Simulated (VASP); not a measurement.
A convergence study with VASP on AlN (wurtzite): one setting is varied, all else stays as given below, so the limit is that of these other settings. Each run relaxes cell and ions from the cell shown.

```
CELL_PARAMETERS angstrom
      1.55500    -2.69334     0.00000
      1.55500     2.69334     0.00000
      0.00000     0.00000     4.98000
ATOMIC_POSITIONS crystal
  Al 0.66667 0.33333 0.50000
  Al 0.33333 0.66667 0.00000
  N  0.66667 0.33333 0.88200
  N  0.33333 0.66667 0.38200
```

Method: PBE GGA, VASP's PBE PAW potentials (set 64) (plane waves; VASP). The tightest run used: 700 eV cut-off, 12×12×7 Γ-centred mesh, Gaussian smearing of 0.050 eV, potentials Al N.

Q: The settings run are 2×2×1 mesh; 3×3×2 mesh; 4×4×2 mesh; 5×5×3 mesh; 6×6×3 mesh; 7×7×4 mesh; 8×8×4 mesh; 9×9×5 mesh; 10×10×6 mesh; 11×11×6 mesh; 12×12×7 mesh. From which on does the relaxed volume stay within 0.02 Å³/atom of the tightest run?

A: From 3×3×2 mesh on: it is off by 0.006 there and by no more than 0.02 in any finer run, while 2×2×1 mesh is off by 0.089.
| setting | relaxed volume (Å³/atom) | E (eV/atom) | irreducible k-points | difference judged (Å³/atom) |
|---|---|---|---|---|
| 2×2×1 mesh | 10.534 | -7.2273 | 2 | 0.089 |
| 3×3×2 mesh | 10.618 | -7.4015 | 6 | 0.006 |
| 4×4×2 mesh | 10.618 | -7.4392 | 8 | 0.005 |
| 5×5×3 mesh | 10.623 | -7.4452 | 10 | 0.001 |
| 6×6×3 mesh | 10.623 | -7.4464 | 14 | 0.000 |
| 7×7×4 mesh | 10.624 | -7.4471 | 24 | 0.000 |
| 8×8×4 mesh | 10.624 | -7.4471 | 30 | 0.000 |
| 9×9×5 mesh | 10.623 | -7.4472 | 36 | 0.000 |
| 10×10×6 mesh | 10.623 | -7.4472 | 56 | 0.000 |
| 11×11×6 mesh | 10.624 | -7.4472 | 64 | 0.000 |
| 12×12×7 mesh | 10.623 | -7.4472 | 76 | 0.000 |

Left out are rungs that failed or repeat a setting and relaxations that didn't move; long series are thinned to 24 rows.

The compound is AlN in the wurtzite structure.
